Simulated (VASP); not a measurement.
# YSi15C16 (a cell with a defect) (Moissanite) in VASP: further runs

The runs below take YSi15C16 (a cell with a defect) (Moissanite) through single point, with PBE.

Program: VASP 6.6.1. These are calculated values, not measurements. Logs are shortened: lines on timing, memory, paths and dates and some standing lists are left out, and cuts for length are marked.

**1. Starting point**

The cell holds a defect, 32 atoms: a = 6.152 Å, b = 6.152 Å, c = 10.096 Å, α = 90.00°, β = 90.00°, γ = 120.00°.

**2. Single point, PBE**

INCAR

```
ALGO     = Fast           # electronic algorithm
EDIFF    = 1E-7           # SCF threshold, eV
ENCUT    = 520            # plane-wave cutoff, eV
GGA      = PE             # functional
ISIF     = 2              # what is computed and relaxed
ISMEAR   = -1             # smearing method
LASPH    = True           # aspherical terms in the spheres
LCHARG   = False          # write CHGCAR
LREAL    = Auto         
LWAVE    = False          # write WAVECAR
NBANDS   = 90             # bands
NELECT   = 136.0        
NELM     = 100            # most SCF steps
PREC     = Accurate       # precision mode
SIGMA    = 0.01           # smearing width, eV
```

KPOINTS

```
k-points
0
Gamma
  4 4 2
```

POSCAR

```
YSi15C16
1.0
    6.1520000000      0.0000000000      0.0000000000
   -3.0760000000      5.3277882840      0.0000000000
    0.0000000000      0.0000000000     10.0960000000
Y Si C
1 15 16
Direct
    0.1666666667      0.3333333333      0.0113846372
    0.1666666667      0.3333333333      0.4992716883
    0.1728697678      0.8364348839     -0.0031757413
    0.1650648115      0.8325324057      0.5039323975
    0.6635651161      0.3271302322     -0.0031757413
    0.6674675943      0.3349351885      0.5039323975
    0.6635651161      0.8364348839     -0.0031757413
    0.6674675943      0.8325324057      0.5039323975
    0.3350345828      0.1649654172      0.2593560248
    0.3352955876      0.1647044124      0.7488937612
    0.3350345828      0.6700691656      0.2593560248
    0.3352955876      0.6705911752      0.7488937612
    0.8299308344      0.1649654172      0.2593560248
    0.8294088248      0.1647044124      0.7488937612
    0.8333333333      0.6666666667      0.2488522654
    0.8333333333      0.6666666667      0.7526613141
    0.1666666667      0.3333333333      0.2298127819
    0.1666666667      0.3333333333      0.6883939346
    0.1685439005      0.8342719503      0.1887366690
    0.1622551995      0.8311275998      0.6874939624
    0.6657280497      0.3314560995      0.1887366690
    0.6688724002      0.3377448005      0.6874939624
    0.6657280497      0.8342719503      0.1887366690
    0.6688724002      0.8311275998      0.6874939624
    0.3367711502      0.1632288498      0.4452359117
    0.3507123230      0.1492876770      0.9270295922
    0.3367711502      0.6735423004      0.4452359117
    0.3507123230      0.7014246460      0.9270295922
    0.8264576996      0.1632288498      0.4452359117
    0.7985753540      0.1492876770      0.9270295922
    0.8333333333      0.6666666667      0.4367918632
    0.8333333333      0.6666666667      0.9403237830
```

Potentials or basis: VASP PAW PBE potentials, release 64 (Y_sv, Si, C).

Run with:

```console
> cat potpaw_PBE.64/Y_sv/POTCAR potpaw_PBE.64/Si/POTCAR potpaw_PBE.64/C/POTCAR > POTCAR
> mpirun -np 1 vasp_std > vasp.out
```

OUTCAR:

```text
EDIFF = 1E-7
   ENCUT = 520
   GGA = PE
   ISIF = 2
   ISMEAR = -1
   LASPH = True
   LREAL = Auto
   NELECT = 136.0
   NELM = 100
   PREC = Accurate

 ion  position               nearest neighbor table
   1  0.167  0.333  0.011-  26 2.14  28 2.14  30 2.14  17 2.21   3 3.08   5 3.08   7 3.08   7 3.08
                             3 3.08   5 3.08   9 3.08  11 3.08  13 3.08  10 3.20  12 3.20  14 3.20
   2  0.167  0.333  0.499-  25 1.89  27 1.89  29 1.89  18 1.91   9 3.01  11 3.01  13 3.01   4 3.08
                             8 3.08   8 3.08   4 3.08   6 3.08   6 3.08  10 3.10  12 3.10  14 3.10
   3  0.173  0.836  0.997-  26 1.81  28 1.81  32 1.90  19 1.94   5 3.02   7 3.02  10 3.05  12 3.05
                            16 3.06   1 3.08   1 3.08  15 3.12   5 3.13   7 3.13
   4  0.165  0.833  0.504-  20 1.85  27 1.86  25 1.86  31 1.89  11 3.04   9 3.04  12 3.04  10 3.04
                             6 3.06   8 3.06  16 3.07   2 3.08   2 3.08   6 3.09   8 3.09  15 3.12
   5  0.664  0.327  0.997-  26 1.81  30 1.81  32 1.90  21 1.94   3 3.02   7 3.02  14 3.05  10 3.05
                            16 3.06   1 3.08   1 3.08  15 3.12   7 3.13   3 3.13
   6  0.667  0.335  0.504-  22 1.85  29 1.86  25 1.86  31 1.89  13 3.04   9 3.04  14 3.04  10 3.04
                             4 3.06   8 3.06  16 3.07   2 3.08   2 3.08   8 3.09   4 3.09  15 3.12
   7  0.664  0.836  0.997-  30 1.81  28 1.81  32 1.90  23 1.94   5 3.02   3 3.02  14 3.05  12 3.05
                            16 3.06   1 3.08   1 3.08  15 3.12   5 3.13   3 3.13
   8  0.667  0.833  0.504-  24 1.85  29 1.86  27 1.86  31 1.89  13 3.04  11 3.04  14 3.04  12 3.04
                             6 3.06   4 3.06  16 3.07   2 3.08   2 3.08   6 3.09   4 3.09  15 3.12
   9  0.335  0.165  0.259-  17 1.82  25 1.88  19 1.90  21 1.90   2 3.01   4 3.04   6 3.04  11 3.04
[... 17 lines left out ...]
  19  0.169  0.834  0.189-  15 1.89   9 1.90  11 1.90   3 1.94
  20  0.162  0.831  0.687-   4 1.85  16 1.87  10 1.88  12 1.88
  21  0.666  0.331  0.189-  15 1.89   9 1.90  13 1.90   5 1.94
  22  0.669  0.338  0.687-   6 1.85  16 1.87  10 1.88  14 1.88
[... 8 lines left out ...]
  31  0.833  0.667  0.437-   8 1.89   6 1.89   4 1.89  15 1.90
  32  0.833  0.667  0.940-  16 1.89   7 1.90   5 1.90   3 1.90

  LATTYP: Found a hexagonal cell.
 ALAT       =     6.1520000000
 C/A-ratio  =     1.6410923277

  Lattice vectors:

 A1 = (   6.1520000000,   0.0000000000,   0.0000000000)
 A2 = (  -3.0760000000,   5.3277882840,   0.0000000000)
 A3 = (   0.0000000000,   0.0000000000,  10.0960000000)

Analysis of symmetry for initial positions (statically):
=====================================================================
 Subroutine PRICEL returns:
 Original cell was already a primitive cell.

 Routine SETGRP: Setting up the symmetry group for a
 hexagonal supercell.

 Subroutine GETGRP returns: Found  6 space group operations
 (whereof  2 operations were pure point group operations)
 out of a pool of 24 trial point group operations.

The static configuration has the point symmetry C_1h.
 The point group associated with its full space group is C_3v.

Analysis of symmetry for dynamics (positions and initial velocities):
=====================================================================
 Subroutine PRICEL returns:
 Original cell was already a primitive cell.

 Routine SETGRP: Setting up the symmetry group for a
 hexagonal supercell.

 Subroutine GETGRP returns: Found  6 space group operations
 (whereof  2 operations were pure point group operations)
 out of a pool of 24 trial point group operations.

The dynamic configuration has the point symmetry C_1h.
 The point group associated with its full space group is C_3v.

 Subroutine INISYM returns: Found  6 space group operations
 (whereof  2 operations are pure point group operations),
 and found     1 'primitive' translations

----------------------------------------------------------------------------------------

                                     Primitive cell

  volume of cell :     330.9121

  direct lattice vectors                    reciprocal lattice vectors
     6.152000000  0.000000000  0.000000000     0.162548765  0.093847573  0.000000000
    -3.076000000  5.327788284  0.000000000     0.000000000  0.187695146  0.000000000
     0.000000000  0.000000000 10.096000000     0.000000000  0.000000000  0.099049128

  length of vectors
     6.152000000  6.152000000 10.096000000     0.187695146  0.187695146  0.099049128

  position of ions in fractional coordinates (direct lattice)
     0.166666667  0.333333333  0.011384637
     0.166666667  0.333333333  0.499271688
     0.172869768  0.836434884  0.996824259
[... 76 lines left out ...]
     0.040637191  0.023461893  0.000000000     0.250000000  0.000000000  0.000000000
     0.000000000  0.046923787  0.000000000     0.000000000  0.250000000  0.000000000
     0.000000000  0.000000000  0.049524564     0.000000000  0.000000000  0.500000000

  Length of vectors
     0.046923787  0.046923787  0.049524564

  Shift w.r.t. Gamma in fractional coordinates (k-lattice)
     0.000000000  0.000000000  0.000000000

 Subroutine IBZKPT returns following result:
 ===========================================

 Found      8 irreducible k-points:

 Following reciprocal coordinates:
            Coordinates               Weight
  0.000000  0.000000  0.000000      1.000000
  0.250000  0.000000  0.000000      6.000000
  0.500000  0.000000  0.000000      3.000000
  0.250000  0.250000  0.000000      6.000000
  0.000000  0.000000  0.500000      1.000000
  0.250000  0.000000  0.500000      6.000000
  0.500000  0.000000  0.500000      3.000000
  0.250000  0.250000  0.500000      6.000000
   k-points           NKPTS =      8   k-points in BZ     NKDIM =      8   number of bands    NBANDS=     90
   number of dos      NEDOS =    301   number of ions     NIONS =     32
   total plane-waves  NPLWV = 184320
   dimension x,y,z NGX =    48 NGY =   48 NGZ =   80
   dimension x,y,z NGXF=    96 NGYF=   96 NGZF=  160
   ions per type =               1  15  16
   NGX,Y,Z   is equivalent  to a cutoff of  12.97, 12.97, 13.17 a.u.
   NGXF,Y,Z  is equivalent  to a cutoff of  25.94, 25.94, 26.35 a.u.
 SYSTEM =  unknown system
   PREC   = accura    normal or accurate (medium, high low for compatibility)
   ISTART =      0    job   : 0-new  1-cont  2-samecut
   ICHARG =      2    charge: 1-file 2-atom 10-const
   ISPIN  =      1    spin polarized calculation?
   LNONCOLLINEAR =      F non collinear calculations
   LSORBIT =      F    spin-orbit coupling
   LASPH  =      T    aspherical Exc in radial PAW
   ENCUT  =  520.0 eV  38.22 Ry    6.18 a.u.  11.44 11.44 18.77*2*pi/ulx,y,z
   NELM   =    100;   NELMIN=  2; NELMDL= -5     # of ELM steps
   EDIFF  = 0.1E-06   stopping-criterion for ELM
   LREAL  =      T    real-space projection
   EDIFFG = 0.1E-05   stopping-criterion for IOM
   NSW    =      0    number of steps for IOM
   IBRION =     -1    ionic relax: 0-MD 1-quasi-New 2-CG
   NFREE  =      0    steps in history (QN), initial steepest desc. (CG)
   ISIF   =      2    stress and relaxation
   ISYM   =      2    0-nonsym 1-usesym 2-fastsym
   POTIM  = 0.5000    time-step for ionic-motion
   TEBEG  =    0.0;   TEEND  =   0.0 temperature during run
   PSTRESS=    0.0 pullay stress
   NELECT =     136.0000    total number of electrons
   NUPDOWN=      -1.0000    fix difference up-down
   EMIN   =  10.00;   EMAX   =-10.00  energy-range for DOS
   EFERMI =   0.00;   METHOD = LEGACY
   ISMEAR =    -1;   SIGMA  =   0.01  broadening in eV -4-tet -1-fermi 0-gaus
   EFERMI_NEDOS =   21; number of points for ismear=-14 and -15
   IALGO  =     68    algorithm
   IMIX   =      4    mixing-type and parameters
     AMIX     =   0.40;   BMIX     =  1.00
     AMIX_MAG =   1.60;   BMIX_MAG =  1.00
  volume/ion in A,a.u.               =      10.34        69.78
  Fermi-wavevector in a.u.,A,eV,Ry     =   1.217167  2.300113 20.156978  1.481496
  Thomas-Fermi vector in A             =   2.352497
   LORBIT       =      0    0 simple, 1 ext, 2 COOP (PROOUT), +10 PAW based schemes
   GGA     = PE    functional components
   LHFCALC =     F    Hartree Fock is set to
   AEXX    =    0.0000 exact exchange contribution
   IVDW    =     0    specifies the selected vdW correction
   LEPSILON=     F    determine dielectric tensor
   LRPA    =     F    only Hartree local field effects (RPA)
 non-spin polarized calculation
 RMM-DIIS sequential band-by-band and
  energy-cutoff  :      520.00
  volume of cell :      330.91
 maximum number of plane-waves:      8977
 NGX is ok and might be reduce to    48
   NGX = 23   NGY = 23   NGZ = 37

 number of electron     135.9999999 magnetization

 Free energy of the ion-electron system (eV)
  ---------------------------------------------------
  ext. energy  EPLUGINS =         0.00000000
  ---------------------------------------------------
  free energy    TOTEN  =      -228.05260778 eV

  energy without entropy =     -228.05260778  energy(sigma->0) =     -228.05260778

 E-fermi :   9.2420     XC(G=0): -11.4757

 val. band max:        8.9622597504   @ k =   0.2500   0.2500   0.5000
 cond. band min:      10.6613800093   @ k =   0.0000   0.0000   0.0000
 fundamental gap:      1.6991202589
 Fermi energy:         9.2419671872

 k-point     1 :       0.0000    0.0000    0.0000
  band No.  band energies     occupation
      1     -31.2544      2.00000
      2     -11.8429      2.00000
      3     -11.8429      2.00000
      4     -11.7833      2.00000
      5      -7.4567      2.00000
      6      -6.2226      2.00000
[... 653 lines left out ...]
     79      13.3877      0.00000
     80      13.5380      0.00000
 [bands above 80 left out]

------------------------ aborting loop because EDIFF is reached ----------------------------------------

  FORCE on cell =-STRESS in cart. coord.  units (eV):
  Direction    XX          YY          ZZ          XY          YZ          ZX
  --------------------------------------------------------------------------------------
  -------------------------------------------------------------------------------------
  Total       37.9798221     37.9798221     40.9941103      0.0000000      0.0000000      0.0000000
  in kB      183.8869381    183.8869381    198.4812197      0.0000000      0.0000000      0.0000000
  external PRESSURE =     188.7516986 kB  Pullay stress =       0.0000000 kB

 VOLUME and BASIS-vectors are now :
 -----------------------------------------------------------------------------
  energy-cutoff  :      520.00
  volume of cell :      330.91
      direct lattice vectors                 reciprocal lattice vectors
     6.152000000  0.000000000  0.000000000     0.162548765  0.093847573  0.000000000
    -3.076000000  5.327788284  0.000000000     0.000000000  0.187695146  0.000000000
     0.000000000  0.000000000 10.096000000     0.000000000  0.000000000  0.099049128

 POSITION                                       TOTAL-FORCE (eV/Angst)
 -----------------------------------------------------------------------------------
      0.00000      1.77593      0.11494        -0.000000      0.000000      0.002272
      0.00000      1.77593      5.04065        -0.000000      0.000000     -0.017387
     -1.50938      4.45635     10.06394        -0.002990     -0.001726      0.012496
     -1.54539      4.43556      5.08770         0.001980      0.001143     -0.004971
      3.07600      1.74288     10.06394        -0.000000      0.003453      0.012496
      3.07600      1.78446      5.08770        -0.000000     -0.002286     -0.004971
[... 24 lines left out ...]
      3.07600      3.55186      4.40985        -0.000000      0.000000     -0.003565
      3.07600      3.55186      9.49351        -0.000000      0.000000     -0.000826
 -----------------------------------------------------------------------------------
    total drift:                                0.000001     -0.000001     -0.035641

  FREE ENERGIE OF THE ION-ELECTRON SYSTEM (eV)
  ---------------------------------------------------
  free  energy   TOTEN  =      -228.0526077803 eV

  energy  without entropy=     -228.0526077803  energy(sigma->0) =     -228.05260778
```

It took 7.3 min on 1 thread of Intel Xeon Platinum 8559C (Emerald Rapids), shared host; peak memory 0.51 GiB.

Results:

* Free energy: -228.0526 eV
* Largest force: 0.046 eV/Å
* Band gap on the k mesh: 1.70 eV, indirect (least direct gap 1.84 eV)

Forces on the atoms (eV/Å):
```
Y    0.000  0.000  0.002
Si   0.000  0.000 -0.017
Si  -0.003 -0.002  0.012
Si   0.002  0.001 -0.005
Si   0.000  0.003  0.012
Si   0.000 -0.002 -0.005
Si   0.003 -0.002  0.012
Si  -0.002  0.001 -0.005
Si  -0.007  0.004 -0.003
Si  -0.006  0.004  0.008
Si   0.000 -0.008 -0.003
Si   0.000 -0.007  0.008
Si   0.007  0.004 -0.003
Si   0.006  0.004  0.008
Si   0.000  0.000  0.013
Si   0.000  0.000 -0.010
C    0.000  0.000 -0.046
C    0.000  0.000  0.008
C   -0.001 -0.001 -0.006
C    0.006  0.003  0.002
C    0.000  0.001 -0.006
C    0.000 -0.007  0.002
C    0.001 -0.001 -0.006
C   -0.006  0.003  0.002
C   -0.005  0.003  0.005
C   -0.014  0.008  0.005
C    0.000 -0.005  0.005
C    0.000 -0.016  0.005
C    0.005  0.003  0.005
C    0.014  0.008  0.005
C    0.000  0.000 -0.004
C    0.000  0.000 -0.001
```

Levels at points of the mesh, in eV from the valence-band top:
```tsv
k point	band 65	band 66	band 67	band 68	band 69	band 70	band 71	band 72
(0.00, 0.00, 0.00)	-1.03	-0.86	-0.41	-0.41	1.70	1.70	1.81	2.35
(0.50, 0.00, 0.00)	-1.53	-0.80	-0.31	-0.12	2.40	2.44	2.96	3.16
(0.00, 0.00, 0.50)	-1.17	-1.09	-0.38	-0.38	1.89	1.89	1.97	2.07
(0.50, 0.00, 0.50)	-1.80	-1.00	-0.27	-0.04	2.70	2.90	3.04	3.10
```

Caveat: the cell carries a net charge on a neutralising background, which shifts energy and pressure; the cell is charged against a uniform background, so pressure and absolute levels hang on convention.

(Part 1 of 2 ends here.)
